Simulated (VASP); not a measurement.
A convergence study with VASP on MgO (rock salt): one setting is varied, all else stays as given below, so the limit is that of these other settings. ε∞ is the independent-particle value.

```xyz
2
Lattice="0.0000 2.1050 2.1050 2.1050 0.0000 2.1050 2.1050 2.1050 0.0000" Properties=species:S:1:pos:R:3 pbc="T T T"
Mg     0.0000     0.0000     0.0000
O      2.1050     2.1050     2.1050
```

Level of theory: PBE GGA, VASP's PBE PAW potentials (set 64) (plane waves; VASP). The tightest run used: 700 eV cut-off, 9×9×9 Γ-centred mesh, Gaussian smearing of 0.050 eV, potentials Mg O.

### Question
The settings run are NBANDS = 5; NBANDS = 6; NBANDS = 8; NBANDS = 12; NBANDS = 20; NBANDS = 36; NBANDS = 68; NBANDS = 132. From which on does the mean ε∞ stay within 0.05  of the tightest run?

### Answer
From NBANDS = 20 on: it is off by 0.02 there and by no more than 0.05 in any finer run, while NBANDS = 12 is off by 0.07.
```csv
setting,mean ε∞,bands,difference judged ()
NBANDS = 5,2.22,5,0.97
NBANDS = 6,2.57,6,0.63
NBANDS = 8,3.00,8,0.19
NBANDS = 12,3.12,12,0.07
NBANDS = 20,3.17,20,0.02
NBANDS = 36,3.19,36,0.01
NBANDS = 68,3.19,68,0.00
NBANDS = 132,3.19,132,0.00
```

Left out are rungs that failed or repeat a setting and relaxations that didn't move; long series are thinned to 24 rows.

The compound is MgO in the rock salt structure. The cell was not relaxed at this level.
